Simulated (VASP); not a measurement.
Level of theory: PBE GGA, VASP's PBE PAW potentials (set 64) (plane waves; VASP).

Input for VASP

**INCAR**
```
ALGO=Normal
EDIFF=1E-6
EDIFFG=-0.01
ENCUT=480
GGA=PE
IBRION=2
ISIF=3
ISMEAR=1
LASPH=.True.
LCHARG=.False.
LMAXMIX=4
LREAL=.False.
LWAVE=.False.
NELM=100
NSW=60
PREC=Accurate
SIGMA=0.1
SYSTEM=As
```

KPOINTS:
```
Automatic mesh
0
Gamma
10 10 10
0 0 0
```

### POSCAR
```
As
1
    3.7285010212    -1.9105102080    -0.0035775623
    3.7285010212     1.9105102080    -0.0035775623
    2.7525758201    -0.0000000000     3.1583391870
As
2
Direct
  0.2270657847   0.2270657847   0.2270657847
  0.7729342153   0.7729342153   0.7729342153
```

POTCAR, in this order: As (PBE.64 set). Program: vasp_std.

Q: Estimate the energy per atom (σ→0), volume per atom, band gap (on the k-mesh).

A: 
```
Quantity                                                     Value
------------------------  ----------------------------------------
energy per atom (σ→0)                               -4.673 eV/atom
band gap (on the k-mesh)  none (metal, semimetal or under 0.01 eV)
volume per atom                                     22.52 Å^3/atom
```

OSZICAR:
```
...
DAV:  10    -0.934645265961E+01    0.41013E-06   -0.65017E-06  2399   0.170E-02
   1 F= -.93464527E+01 E0= -.93463705E+01  d E =-.934645E+01
       N       E                     dE             d eps       ncg     rms          rms(c)
DAV:   1    -0.934648855466E+01   -0.35485E-04   -0.87830E-04  2125   0.176E-01    0.152E-02
DAV:   2    -0.934648219513E+01    0.63595E-05   -0.29328E-05  2229   0.373E-02    0.801E-03
DAV:   3    -0.934647969948E+01    0.24956E-05   -0.11332E-05  2621   0.200E-02    0.204E-03
DAV:   4    -0.934647975536E+01   -0.55876E-07   -0.70717E-07  1094   0.661E-03
   2 F= -.93464798E+01 E0= -.93463965E+01  d E =-.270957E-04
```

The compound is As in the a7 structure. This run relaxes it. Symmetry was kept, so distortions that lower it aren't found. The start is the result of an earlier pass.
